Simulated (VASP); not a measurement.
A cell of Er (hcp) near equilibrium:

```
Er
1.0
    1.76230    -3.05240     0.00000
    1.76230     3.05240     0.00000
    0.00000     0.00000     5.41869
Er
2
Cartesian
  1.76230   1.01747   1.35467
  1.76230  -1.01747   4.06402
```

Level of theory: PBEsol GGA, VASP's PBE PAW potentials (set 64) (plane waves; VASP).

The 4f electrons are frozen in the core of the lanthanide potential, so 4f levels, which can set the real gap, and their magnetism are missing.

```csv
run,ΔE (meV/atom),σxx,σyy,σzz,"largest shear component, with its sign (GPa)",largest force (eV/Å)
as it is,0.0,0.01,0.01,0.20,0.00,0.000
after one change,2.6,0.51,1.27,1.38,0.00,0.016
```
Stress is in GPa, positive when the cell is compressed.

### Question
Which change was made?
A) biaxial strain of -1.0 % in the yz plane
B) uniaxial strain of -4.0 % along x with the ions relaxed
C) atom 2 (Er) moved by -0.025 Å along z
D) uniaxial strain of -4.0 % along y

### Answer
A, biaxial strain of -1.0 % in the yz plane

The compound is Er in the hcp structure.
